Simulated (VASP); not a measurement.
## NaCl: optical spectrum with PBE

The system is NaCl.

```
Na Cl
1.0
     0.00000    2.80386    2.80386
     2.80386    0.00000    2.80386
     2.80386    2.80386    0.00000
Na Cl
1 1
Cartesian
  0.0000 0.0000 0.0000
  2.8039 2.8039 2.8039
```

| Item | Value |
| --- | --- |
| Program | VASP 6.6.1 |
| Task | optical spectrum |
| Functional | PBE |
| Potentials or basis | VASP PAW PBE potentials, release 64 (Na_pv, Cl) |
| Cutoff | 520 eV |
| k mesh | 8 × 8 × 8 |
| Occupations | gaussian, width 0.03 eV |
| Spin | no spin polarisation |
| Further INCAR settings | ALGO = Normal; EDIFF = 1e-06; NBANDS = 39 |

The pressure is 1.2 GPa and the band gap on the k mesh is 5.17 eV, direct.

Levels at points of the mesh, in eV from the valence-band top:
```csv
k point,band 3,band 4,band 5,band 6,band 7,band 8,band 9,band 10,band 11,band 12
"(0.00, 0.00, 0.00)",-20.79,-12.70,0.00,0.00,0.00,5.17,11.14,11.14,11.14,13.32
"(0.50, 0.00, 0.00)",-20.79,-12.34,-1.98,-0.27,-0.27,7.30,10.77,11.02,11.02,15.10
"(0.50, 0.50, 0.00)",-20.79,-12.29,-1.70,-0.61,-0.61,7.59,8.06,11.44,14.93,14.93
```

Dielectric function (mean over the directions given):
```csv
energy (eV),real part,imaginary part
0.32,2.76,0.00
1.29,2.79,0.01
2.33,2.87,0.01
3.38,3.02,0.02
4.42,3.31,0.04
5.47,3.99,0.23
6.51,4.30,0.93
7.48,5.10,2.51
8.52,4.61,3.43
9.56,1.50,3.45
10.61,1.79,3.85
11.65,-0.47,3.29
12.70,-0.54,2.09
13.66,-0.94,1.15
14.71,0.13,0.78
15.75,-0.05,0.50
16.80,0.18,0.89
17.84,0.43,0.69
18.89,0.08,0.67
19.93,0.25,0.48
```

Run time: 18 s on 1 thread of Intel(R) Xeon(R) 6975P-C (Granite Rapids), on a shared host, peak memory 0.19 GiB.

Caveat: spectra need much finer meshes, so this one isn't converged; independent-particle spectra lack excitons.
